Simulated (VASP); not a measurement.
# Y2CN (P-3m1) in VASP: single point with PBE

Aim: the single point of Y2CN with PBE.

All numbers are computed with VASP 6.6.1; they aren't measurements. Logs are shortened: lines on timing, memory, paths and dates and some standing lists are left out, and cuts for length are marked.

### 1 The crystal as given

It takes space group P-3m1 (No. 164, trigonal). Conventional cell: a = 3.560 Å, b = 3.560 Å, c = 5.865 Å, α = 90.00°, β = 90.00°, γ = 120.00°. Y (site symmetry 3m) has 3 N at 2.50 Å and 3 C at 2.55 Å as nearest neighbours. C (site symmetry -3m) has 6 Y at 2.55 Å and 2 N at 2.93 Å as nearest neighbours. N (site symmetry -3m) has 6 Y at 2.50 Å as nearest neighbours.

The cell was built by a generator and needn't be a form met in nature.

### 2 Single point, PBE

INCAR

```
PREC = Accurate ; ENCUT = 520
EDIFF = 1E-7 ; ISMEAR = 0
SIGMA = 0.1 ; LREAL = F
LASPH = T ; NELM = 80
ALGO = Fast ; ISIF = 2
LWAVE = F ; LCHARG = F
GGA = PE ; NBANDS = 24
```

KPOINTS

```
Automatic mesh
0
Gamma
  6 6 4
```

POSCAR

```
Y2CN
1.0
    3.5600754900      0.0000000000      0.0000000000
   -1.7800377500      3.0831158100      0.0000000000
    0.0000000000      0.0000000000      5.8647200800
Y C N
2 1 1
Direct
    0.3333333300      0.6666666700      0.7573412000
    0.6666666700      0.3333333300      0.2426588000
    0.0000000000      0.0000000000      0.5000000000
    0.0000000000      0.0000000000      0.0000000000
```

Potentials or basis: VASP PAW PBE potentials, release 64 (Y_sv, C, N).

Command:

```sh
cat potpaw_PBE.64/Y_sv/POTCAR potpaw_PBE.64/C/POTCAR potpaw_PBE.64/N/POTCAR > POTCAR
mpirun -np 1 vasp_std > vasp.out
```

OUTCAR:

```text
PREC = Accurate
   ENCUT = 520
   EDIFF = 1E-7
   ISMEAR = 0
   LREAL = F
   LASPH = T
   NELM = 80
   ISIF = 2
   GGA = PE

 ion  position               nearest neighbor table
   1  0.333  0.667  0.757-   4 2.50   4 2.50   4 2.50   3 2.55   3 2.55   3 2.55   2 3.51   2 3.51
                             2 3.51   2 3.65   2 3.65   2 3.65
   2  0.667  0.333  0.243-   4 2.50   4 2.50   4 2.50   3 2.55   3 2.55   3 2.55   1 3.51   1 3.51
                             1 3.51   1 3.65   1 3.65   1 3.65
   3  0.000  0.000  0.500-   1 2.55   2 2.55   1 2.55   2 2.55   2 2.55   1 2.55
   4  0.000  0.000  0.000-   1 2.50   2 2.50   1 2.50   2 2.50   2 2.50   1 2.50

  LATTYP: Found a hexagonal cell.
 ALAT       =     3.5600754900
 C/A-ratio  =     1.6473583486

  Lattice vectors:

 A1 = (   3.5600754900,   0.0000000000,   0.0000000000)
 A2 = (  -1.7800377500,   3.0831158100,   0.0000000000)
 A3 = (   0.0000000000,   0.0000000000,   5.8647200800)

Analysis of symmetry for initial positions (statically):
=====================================================================
 Subroutine PRICEL returns:
 Original cell was already a primitive cell.

 Routine SETGRP: Setting up the symmetry group for a
 hexagonal supercell.

 Subroutine GETGRP returns: Found 12 space group operations
 (whereof 12 operations were pure point group operations)
 out of a pool of 24 trial point group operations.

The static configuration has the point symmetry D_3d.

Analysis of symmetry for dynamics (positions and initial velocities):
=====================================================================
 Subroutine PRICEL returns:
 Original cell was already a primitive cell.

 Routine SETGRP: Setting up the symmetry group for a
 hexagonal supercell.

 Subroutine GETGRP returns: Found 12 space group operations
 (whereof 12 operations were pure point group operations)
 out of a pool of 24 trial point group operations.

The dynamic configuration has the point symmetry D_3d.

 Subroutine INISYM returns: Found 12 space group operations
 (whereof 12 operations are pure point group operations),
 and found     1 'primitive' translations

----------------------------------------------------------------------------------------

                                     Primitive cell

  volume of cell :      64.3719

  direct lattice vectors                    reciprocal lattice vectors
     3.560075490  0.000000000  0.000000000     0.280892920  0.162173604  0.000000000
    -1.780037750  3.083115810  0.000000000     0.000000000  0.324347206  0.000000000
     0.000000000  0.000000000  5.864720080     0.000000000  0.000000000  0.170511122

  length of vectors
     3.560075490  3.560075489  5.864720080     0.324347206  0.324347206  0.170511122

  position of ions in fractional coordinates (direct lattice)
     0.333333330  0.666666670  0.757341200
     0.666666670  0.333333330  0.242658800
     0.000000000  0.000000000  0.500000000
     0.000000000  0.000000000  0.000000000

  ion indices of the primitive-cell ions
   primitive index   ion index
                 1           1
                 2           2
                 3           3
                 4           4

----------------------------------------------------------------------------------------

 KPOINTS: Automatic mesh

Automatic generation of k-mesh.
 Grid dimensions read from file:
 generate k-points for:    6    6    4

 Generating k-lattice:

  Cartesian coordinates                     Fractional coordinates (reciprocal lattice)
     0.046815487  0.027028934  0.000000000     0.166666667  0.000000000  0.000000000
     0.000000000  0.054057868  0.000000000     0.000000000  0.166666667  0.000000000
     0.000000000  0.000000000  0.042627780     0.000000000  0.000000000  0.250000000

  Length of vectors
     0.054057868  0.054057868  0.042627780

  Shift w.r.t. Gamma in fractional coordinates (k-lattice)
     0.000000000  0.000000000  0.000000000

 Subroutine IBZKPT returns following result:
 ===========================================

 Found     24 irreducible k-points:

 Following reciprocal coordinates:
            Coordinates               Weight
  0.000000  0.000000  0.000000      1.000000
  0.166667  0.000000  0.000000      6.000000
  0.333333 -0.000000  0.000000      6.000000
  0.500000  0.000000  0.000000      3.000000
  0.166667  0.166667  0.000000      6.000000
  0.333333  0.166667  0.000000     12.000000
[... 16 lines left out ...]
  0.333333  0.166667  0.500000     12.000000
  0.333333  0.333333  0.500000      2.000000
   k-points           NKPTS =     24   k-points in BZ     NKDIM =     24   number of bands    NBANDS=     24
   number of dos      NEDOS =    301   number of ions     NIONS =      4
   total plane-waves  NPLWV =  37632
   dimension x,y,z NGX =    28 NGY =   28 NGZ =   48
   dimension x,y,z NGXF=    56 NGYF=   56 NGZF=   96
   ions per type =               2   1   1
   NGX,Y,Z   is equivalent  to a cutoff of  13.08, 13.08, 13.61 a.u.
   NGXF,Y,Z  is equivalent  to a cutoff of  26.15, 26.15, 27.21 a.u.
 SYSTEM =  unknown system
   PREC   = accura    normal or accurate (medium, high low for compatibility)
   ISTART =      0    job   : 0-new  1-cont  2-samecut
   ICHARG =      2    charge: 1-file 2-atom 10-const
   ISPIN  =      1    spin polarized calculation?
   LNONCOLLINEAR =      F non collinear calculations
   LSORBIT =      F    spin-orbit coupling
   LASPH  =      T    aspherical Exc in radial PAW
   ENCUT  =  520.0 eV  38.22 Ry    6.18 a.u.   6.62  6.62 10.90*2*pi/ulx,y,z
   NELM   =     80;   NELMIN=  2; NELMDL= -5     # of ELM steps
   EDIFF  = 0.1E-06   stopping-criterion for ELM
   LREAL  =      F    real-space projection
   EDIFFG = 0.1E-05   stopping-criterion for IOM
   NSW    =      0    number of steps for IOM
   IBRION =     -1    ionic relax: 0-MD 1-quasi-New 2-CG
   NFREE  =      0    steps in history (QN), initial steepest desc. (CG)
   ISIF   =      2    stress and relaxation
   ISYM   =      2    0-nonsym 1-usesym 2-fastsym
   POTIM  = 0.5000    time-step for ionic-motion
   TEBEG  =    0.0;   TEEND  =   0.0 temperature during run
   PSTRESS=    0.0 pullay stress
   NELECT =      31.0000    total number of electrons
   NUPDOWN=      -1.0000    fix difference up-down
   EMIN   =  10.00;   EMAX   =-10.00  energy-range for DOS
   EFERMI =   0.00;   METHOD = LEGACY
   ISMEAR =     0;   SIGMA  =   0.10  broadening in eV -4-tet -1-fermi 0-gaus
   EFERMI_NEDOS =   21; number of points for ismear=-14 and -15
   IALGO  =     68    algorithm
   IMIX   =      4    mixing-type and parameters
     AMIX     =   0.40;   BMIX     =  1.00
     AMIX_MAG =   1.60;   BMIX_MAG =  1.00
  volume/ion in A,a.u.               =      16.09       108.60
  Fermi-wavevector in a.u.,A,eV,Ry     =   1.283207  2.424909 22.403617  1.646619
  Thomas-Fermi vector in A             =   2.415473
   LORBIT       =      0    0 simple, 1 ext, 2 COOP (PROOUT), +10 PAW based schemes
   GGA     = PE    functional components
   LHFCALC =     F    Hartree Fock is set to
   AEXX    =    0.0000 exact exchange contribution
   IVDW    =     0    specifies the selected vdW correction
   LEPSILON=     F    determine dielectric tensor
   LRPA    =     F    only Hartree local field effects (RPA)
 non-spin polarized calculation
 RMM-DIIS sequential band-by-band and
 Gauss-broadening in eV      SIGMA  =   0.10
  energy-cutoff  :      520.00
  volume of cell :       64.37
 maximum number of plane-waves:      1762
 NGX is ok and might be reduce to    28
   NGX = 13   NGY = 13   NGZ = 21

 number of electron      30.9999999 magnetization

 Free energy of the ion-electron system (eV)
  ---------------------------------------------------
  ext. energy  EPLUGINS =         0.00000000
  ---------------------------------------------------
  free energy    TOTEN  =       -33.14365172 eV

  energy without entropy =      -33.12015836  energy(sigma->0) =      -33.13190504

 E-fermi :   3.8344     XC(G=0): -10.8339

 val. band max:        3.8116149013   @ k =   0.5000   0.0000   0.2500
 cond. band min:       3.8426134047   @ k =   0.1667   0.0000   0.2500
 fundamental gap:      0.0309985035
 Fermi energy:         3.8344351958

 k-point     1 :       0.0000    0.0000    0.0000
  band No.  band energies     occupation
      1     -37.3491      2.00000
      2     -37.2711      2.00000
      3     -17.8343      2.00000
      4     -17.1673      2.00000
      5     -17.1673      2.00000
      6     -17.1029      2.00000
[... 16 lines left out ...]
     23       7.9648      0.00000
     24      10.9500      0.00000

 k-point     2 :       0.1667    0.0000    0.0000
  band No.  band energies     occupation
      1     -37.3310      2.00000
      2     -37.2624      2.00000
      3     -17.7557      2.00000
      4     -17.3324      2.00000
      5     -17.2487      2.00000
      6     -17.2182      2.00000
[... 16 lines left out ...]
     23       9.7881      0.00000
     24      10.1575      0.00000

 k-point     3 :       0.3333   -0.0000    0.0000
  band No.  band energies     occupation
      1     -37.2920      2.00000
      2     -37.2475      2.00000
      3     -17.6924      2.00000
      4     -17.5589      2.00000
      5     -17.4817      2.00000
      6     -17.3052      2.00000
[... 16 lines left out ...]
     23      10.6678      0.00000
     24      10.8925      0.00000
[... 514 lines left out ...]
 k-point    23 :       0.3333    0.1667    0.5000
  band No.  band energies     occupation
      1     -37.2596      2.00000
      2     -37.2530      2.00000
      3     -17.7650      2.00000
      4     -17.6978      2.00000
      5     -17.4008      2.00000
      6     -17.3615      2.00000
[... 16 lines left out ...]
     23      10.6417      0.00000
     24      11.2425      0.00000

 k-point    24 :       0.3333    0.3333    0.5000
  band No.  band energies     occupation
      1     -37.2495      2.00000
      2     -37.2495      2.00000
      3     -17.6519      2.00000
      4     -17.6103      2.00000
      5     -17.6103      2.00000
      6     -17.5402      2.00000
[... 16 lines left out ...]
     23      11.4035      0.00000
     24      11.5466      0.00000

------------------------ aborting loop because EDIFF is reached ----------------------------------------

  FORCE on cell =-STRESS in cart. coord.  units (eV):
  Direction    XX          YY          ZZ          XY          YZ          ZX
  --------------------------------------------------------------------------------------
  -------------------------------------------------------------------------------------
  Total       -1.7310326     -1.7310326     -2.0951624      0.0000000     -0.0000000     -0.0000000
  in kB      -43.0843463    -43.0843462    -52.1473124      0.0000001     -0.0000000     -0.0000000
  external PRESSURE =     -46.1053350 kB  Pullay stress =       0.0000000 kB

 VOLUME and BASIS-vectors are now :
 -----------------------------------------------------------------------------
  energy-cutoff  :      520.00
  volume of cell :       64.37
      direct lattice vectors                 reciprocal lattice vectors
     3.560075490  0.000000000  0.000000000     0.280892920  0.162173604  0.000000000
    -1.780037750  3.083115810  0.000000000     0.000000000  0.324347206  0.000000000
     0.000000000  0.000000000  5.864720080     0.000000000  0.000000000  0.170511122

 POSITION                                       TOTAL-FORCE (eV/Angst)
 -----------------------------------------------------------------------------------
     -0.00000      2.05541      4.44159         0.000000     -0.000000     -0.621720
      1.78004      1.02771      1.42313        -0.000000      0.000000      0.621720
      0.00000      0.00000      2.93236         0.000000      0.000000      0.000000
      0.00000      0.00000      0.00000         0.000000      0.000000      0.000000
 -----------------------------------------------------------------------------------
    total drift:                                0.000000     -0.000000      0.000000

  FREE ENERGIE OF THE ION-ELECTRON SYSTEM (eV)
  ---------------------------------------------------
  free  energy   TOTEN  =       -33.1436517225 eV

  energy  without entropy=      -33.1201583586  energy(sigma->0) =      -33.13190504
```

It took 57 s on 1 thread of AMD EPYC 9R45 (Zen 5), shared host; peak memory 0.18 GiB.

Results:

```yaml
Free_energy: -33.1437 eV
Pressure: -4.6 GPa
Largest_force: 0.622 eV/Å
Band_gap_on_the_k_mesh: none (metal or under the smearing width)
```

Forces in eV/Å, atoms in the order of the input:
```
Y    0.000  0.000 -0.622
Y    0.000  0.000  0.622
C    0.000  0.000  0.000
N    0.000  0.000  0.000
```

Stress tensor (GPa, compression positive):
```
-4.31  0.00  0.00
 0.00 -4.31  0.00
 0.00  0.00 -5.21
```
